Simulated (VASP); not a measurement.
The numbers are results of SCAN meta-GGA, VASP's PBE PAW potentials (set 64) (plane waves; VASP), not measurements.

VASP input:

File POSCAR:
```
PtSe2
1
    3.6996169725     0.0000000000     0.0000000000
   -1.8498084863     3.2039627696    -0.0000000000
    0.0000000000    -0.0000000000     5.6450364755
Se Pt
2 1
Direct
  0.3333330000   0.6666670000   0.2283626973
  0.6666670000   0.3333330000   0.7716373027
  1.0000000000   0.0000000000   1.0000000000
```

### KPOINTS
```
Automatic mesh
0
Gamma
6 6 4
0 0 0
```

**INCAR**
```
ALGO = Normal
EDIFF = 1E-7
ENCUT = 530
IBRION = 6
ISIF = 3
ISMEAR = 0
LASPH = T
LCHARG = F
LMAXMIX = 6
LMIXTAU = T
LREAL = F
LWAVE = F
METAGGA = SCAN
NELM = 100
NFREE = 2
NSW = 1
POTIM = 0.015
PREC = Accurate
SIGMA = 0.05
SYSTEM = PtSe2
```

POTCAR, in this order: Se Pt (PBE.64 set). Program: vasp_std.

What VASP printed:

File OUTCAR:
```
 ion  position               nearest neighbor table
   1  0.333  0.667  0.228-   3 2.49   3 2.49   3 2.49
   2  0.667  0.333  0.772-   3 2.49   3 2.49   3 2.49
   3  0.000  0.000  0.000-   1 2.49   2 2.49   2 2.49   1 2.49   2 2.49   1 2.49
  LATTYP: Found a hexagonal cell.
 ALAT       =     3.6996169725
 C/A-ratio  =     1.5258434907
 Subroutine PRICEL returns:
 Original cell was already a primitive cell.
 Subroutine GETGRP returns: Found 12 space group operations
The static configuration has the point symmetry D_3d.
The dynamic configuration has the point symmetry D_3d.
 Subroutine INISYM returns: Found 12 space group operations
 Subroutine IBZKPT returns following result:
 Found     24 irreducible k-points:

 Following reciprocal coordinates:
            Coordinates               Weight
  0.000000  0.000000  0.000000      1.000000
  0.166667  0.000000  0.000000      6.000000
  0.333333  0.000000  0.000000      6.000000
  0.500000  0.000000  0.000000      3.000000
  0.166667  0.166667  0.000000      6.000000
  0.333333  0.166667  0.000000     12.000000
  0.333333  0.333333  0.000000      2.000000
...
```

File OSZICAR:
```
       N       E                     dE             d eps       ncg     rms          rms(c)
DAV:   1     0.218710568493E+02    0.21871E+02   -0.10556E+04   720   0.133E+03
DAV:   2    -0.112202746565E+03   -0.13407E+03   -0.13110E+03   916   0.245E+02
DAV:   3    -0.117866726024E+03   -0.56640E+01   -0.56397E+01   916   0.537E+01
DAV:   4    -0.117910549452E+03   -0.43823E-01   -0.43814E-01   874   0.501E+00
DAV:   5    -0.117911013728E+03   -0.46428E-03   -0.46426E-03   930   0.497E-01    0.121E+01
DAV:   6    -0.113197278429E+03    0.47137E+01   -0.31034E+00   818   0.182E+01    0.738E+00
DAV:   7    -0.111772370711E+03    0.14249E+01   -0.97102E-01   755   0.101E+01    0.425E+00
DAV:   8    -0.111716186911E+03    0.56184E-01   -0.14836E+00   720   0.148E+01    0.247E+00
DAV:   9    -0.111760584060E+03   -0.44397E-01   -0.11068E+00   720   0.130E+01    0.397E-01
DAV:  10    -0.111950761308E+03   -0.19018E+00   -0.17703E-01   734   0.524E+00    0.230E-01
DAV:  11    -0.111962030172E+03   -0.11269E-01   -0.51661E-03   923   0.770E-01    0.234E-01
DAV:  12    -0.111963177157E+03   -0.11470E-02   -0.27696E-04   811   0.183E-01    0.217E-01
DAV:  13    -0.111975577730E+03   -0.12401E-01   -0.68796E-03   741   0.101E+00    0.295E-01
DAV:  14    -0.111975696551E+03   -0.11882E-03   -0.36486E-03   762   0.796E-01    0.211E-01
DAV:  15    -0.111977897453E+03   -0.22009E-02   -0.49296E-03   769   0.939E-01    0.910E-02
DAV:  16    -0.111978216153E+03   -0.31870E-03   -0.34740E-04   783   0.252E-01    0.488E-02
DAV:  17    -0.111977973778E+03    0.24238E-03   -0.36209E-04   741   0.233E-01    0.558E-02
DAV:  18    -0.111978343804E+03   -0.37003E-03   -0.99990E-04   741   0.408E-01    0.216E-02
DAV:  19    -0.111978306797E+03    0.37008E-04   -0.34060E-05   916   0.665E-02    0.917E-03
DAV:  20    -0.111978300314E+03    0.64822E-05   -0.37405E-06   790   0.214E-02    0.871E-03
DAV:  21    -0.111978313987E+03   -0.13672E-04   -0.11372E-05   734   0.465E-02    0.340E-03
DAV:  22    -0.111978313638E+03    0.34853E-06   -0.13685E-06   797   0.119E-02    0.126E-03
DAV:  23    -0.111978313505E+03    0.13342E-06   -0.21456E-08   458   0.158E-03    0.140E-03
DAV:  24    -0.111978313796E+03   -0.29099E-06   -0.10322E-07   486   0.454E-03    0.786E-04
DAV:  25    -0.111978314630E+03   -0.83428E-06   -0.13453E-07   521   0.509E-03    0.198E-04
DAV:  26    -0.111978314976E+03   -0.34573E-06   -0.54205E-09   367   0.789E-04    0.121E-04
DAV:  27    -0.111978315126E+03   -0.15013E-06   -0.24826E-09   360   0.596E-04    0.131E-04
DAV:  28    -0.111978314938E+03    0.18782E-06   -0.75019E-10   360   0.278E-04    0.304E-05
DAV:  29    -0.111978315018E+03   -0.79877E-07   -0.16737E-10   360   0.130E-04
   1 F= -.11197832E+03 E0= -.11197832E+03  d E =-.179671E-11
 Found     4 degrees of freedom:
 Adding 6 more for cell shape distortion
```

File OUTCAR:
```
------------------------ aborting loop because EDIFF is reached ----------------------------------------
  FORCE on cell =-STRESS in cart. coord.  units (eV):
  Direction    XX          YY          ZZ          XY          YZ          ZX
  --------------------------------------------------------------------------------------
  Total        0.0268261      0.0268261      0.0754736     -0.0000000     -0.0000000      0.0000000
  in kB        0.6423280      0.6423282      1.8071509     -0.0000000     -0.0000000      0.0000000
  external PRESSURE =       1.0306024 kB  Pullay stress =       0.0000000 kB
  volume of cell :       66.91
      direct lattice vectors                 reciprocal lattice vectors
     3.699616972  0.000000000  0.000000000     0.270298252  0.156056745  0.000000000
    -1.849808486  3.203962770  0.000000000     0.000000000  0.312113489  0.000000000
     0.000000000  0.000000000  5.645036476     0.000000000  0.000000000  0.177146774
 POSITION                                       TOTAL-FORCE (eV/Angst)
 -----------------------------------------------------------------------------------
     -0.00000      2.13598      1.28912        -0.000000      0.000000      0.017213
      1.84981      1.06799      4.35592         0.000000     -0.000000     -0.017213
      0.00000      0.00000      0.00000        -0.000000      0.000000      0.000000
 -----------------------------------------------------------------------------------
    total drift:                               -0.000000     -0.000000      0.000000
  FREE ENERGIE OF THE ION-ELECTRON SYSTEM (eV)
  ---------------------------------------------------
  free  energy   TOTEN  =      -111.9783150180 eV

  energy  without entropy=     -111.9783150180  energy(sigma->0) =     -111.97831502
```
(Selected blocks of OUTCAR.)

### stdout
```
...
DAV:  14    -0.111975696551E+03   -0.11882E-03   -0.36486E-03   762   0.796E-01    0.211E-01
DAV:  15    -0.111977897453E+03   -0.22009E-02   -0.49296E-03   769   0.939E-01    0.910E-02
DAV:  16    -0.111978216153E+03   -0.31870E-03   -0.34740E-04   783   0.252E-01    0.488E-02
DAV:  17    -0.111977973778E+03    0.24238E-03   -0.36209E-04   741   0.233E-01    0.558E-02
DAV:  18    -0.111978343804E+03   -0.37003E-03   -0.99990E-04   741   0.408E-01    0.216E-02
DAV:  19    -0.111978306797E+03    0.37008E-04   -0.34060E-05   916   0.665E-02    0.917E-03
DAV:  20    -0.111978300314E+03    0.64822E-05   -0.37405E-06   790   0.214E-02    0.871E-03
DAV:  21    -0.111978313987E+03   -0.13672E-04   -0.11372E-05   734   0.465E-02    0.340E-03
DAV:  22    -0.111978313638E+03    0.34853E-06   -0.13685E-06   797   0.119E-02    0.126E-03
DAV:  23    -0.111978313505E+03    0.13342E-06   -0.21456E-08   458   0.158E-03    0.140E-03
DAV:  24    -0.111978313796E+03   -0.29099E-06   -0.10322E-07   486   0.454E-03    0.786E-04
DAV:  25    -0.111978314630E+03   -0.83428E-06   -0.13453E-07   521   0.509E-03    0.198E-04
DAV:  26    -0.111978314976E+03   -0.34573E-06   -0.54205E-09   367   0.789E-04    0.121E-04
DAV:  27    -0.111978315126E+03   -0.15013E-06   -0.24826E-09   360   0.596E-04    0.131E-04
DAV:  28    -0.111978314938E+03    0.18782E-06   -0.75019E-10   360   0.278E-04    0.304E-05
DAV:  29    -0.111978315018E+03   -0.79877E-07   -0.16737E-10   360   0.130E-04
   1 F= -.11197832E+03 E0= -.11197832E+03  d E =-.179671E-11
 Found     4 degrees of freedom:
 Adding 6 more for cell shape distortion
 Finite differences POTIM= 0.01500 DOF=  10

 -----------------------------------------------------------------------------
|                                                                             |
|     EEEEEEE  RRRRRR   RRRRRR   OOOOOOO  RRRRRR      ###     ###     ###     |
|     E        R     R  R     R  O     O  R     R     ###     ###     ###     |
|     E        R     R  R     R  O     O  R     R     ###     ###     ###     |
|     EEEEE    RRRRRR   RRRRRR   O     O  RRRRRR       #       #       #      |
|     E        R   R    R   R    O     O  R   R                               |
|     E        R    R   R    R   O     O  R    R      ###     ###     ###     |
|     EEEEEEE  R     R  R     R  OOOOOOO  R     R     ###     ###     ###     |
|                                                                             |
|     RE_READ_KPOINTS: the new IBZ does not contain all k-points of the       |
|     original IBZ.                                                           |
|                                                                             |
|     ... try setting KBLOWUP=.FALSE.                                         |
|     ... as a last resort: switch off symmetry                               |
|                                                                             |
|       ---->  I REFUSE TO CONTINUE WITH THIS SICK JOB ... BYE!!! <----       |
|                                                                             |
 -----------------------------------------------------------------------------
```

VASP stops with an error: RE_READ_KPOINTS: the new IBZ does not contain all k-points of the original IBZ. ... try setting KBLOWUP=.FALSE. ... as a last resort: switch off symmetry ----> I REFUSE TO CONTINUE WITH THIS SICK JOB ... BYE!!! <----

The structure comes from a measured PtSe2 entry (P-3m1) of the Crystallography Open Database, whose conditions weren't checked. It was relaxed first, which changed the volume by +11 %.
